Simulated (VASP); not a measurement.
Given:

```
CELL_PARAMETERS angstrom
      1.57070    -2.72052     0.00000
      1.57070     2.72052     0.00000
      0.00000     0.00000     3.49139
ATOMIC_POSITIONS crystal
  Hf 0.00000 0.00000 0.00000
  B  0.33333 0.66667 0.50000
  B  0.66667 0.33333 0.50000
```

The numbers are results of PBE GGA, VASP's PBE PAW potentials (set 64) (plane waves; VASP), not measurements. Run with 600 eV cut-off, 10×10×8 Γ-centred mesh, first-order Methfessel-Paxton smearing of 0.10 eV, potentials Hf_pv B.

Unless said otherwise, spin-orbit coupling is left out, though it shifts the bands of the heavy elements here.

Predict the energy per atom (σ→0), band gap (on the k-mesh) with the smallest direct gap where there is one.

```
Quantity                                                     Value
------------------------  ----------------------------------------
band gap (on the k-mesh)  none (metal, semimetal or under 0.01 eV)
energy per atom (σ→0)                               -8.800 eV/atom
```

Total energies compare only between runs with the same potentials, cut-off and functional.

The compound is HfB2 in the AlB2 type structure. It was relaxed first.
